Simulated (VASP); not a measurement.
Wanted: the native input for a VASP 6.6.1 run.

* Task: relaxation of the atoms
* Functional: PBE
* Potentials or basis: VASP PAW PBE potentials, release 64 (Al)
* Cutoff: 600 eV
* k mesh: 16 × 16 × 16
* Occupations: methfessel-paxton, width 0.1 eV
* Spin: no spin polarisation
* Further INCAR settings: ALGO = Fast; EDIFF = 1e-07; IBRION = 2; EDIFFG = -0.01; NSW = 40

The structure of Al lies in POSCAR:

```
Al                                      
1.0
    0.0000000000      2.0592523029      2.0592523029
    2.0592523029      0.0000000000      2.0592523029
    2.0592523029      2.0592523029      0.0000000000
  Al            
     1
Direct
     0.0000000000000000    0.0000000000000000    0.0000000000000000
```

The cell isn't the ideal one: a relaxed cell with its volume scaled by 1.06.

One way to write it, as run:

INCAR

```
ALGO = Fast
EDIFF = 1E-7
EDIFFG = -0.01
ENCUT = 600
GGA = PE
IBRION = 2
ISIF = 2
ISMEAR = 1
LASPH = True
LCHARG = False
LREAL = False
LWAVE = False
NELM = 80
NSW = 40
PREC = Accurate
SIGMA = 0.1
```

KPOINTS

```
k-points
0
Gamma
  16 16 16
```

Potentials or basis: VASP PAW PBE potentials, release 64 (Al).

Command:

```sh
$ cat potpaw_PBE.64/Al/POTCAR > POTCAR
$ mpirun -np 1 vasp_std > vasp.out
```

It gave:

```json
{"Pressure after relaxing": "-4.0 GPa", "Band gap on the k mesh": "none (metal or under the smearing width)"}
```

Caveat: the relaxation stopped at its first step, so nothing moved.

It took 4.2 s on 1 thread of Intel(R) Xeon(R) 6975P-C (Granite Rapids), on a shared host, peak memory 0.14 GiB.
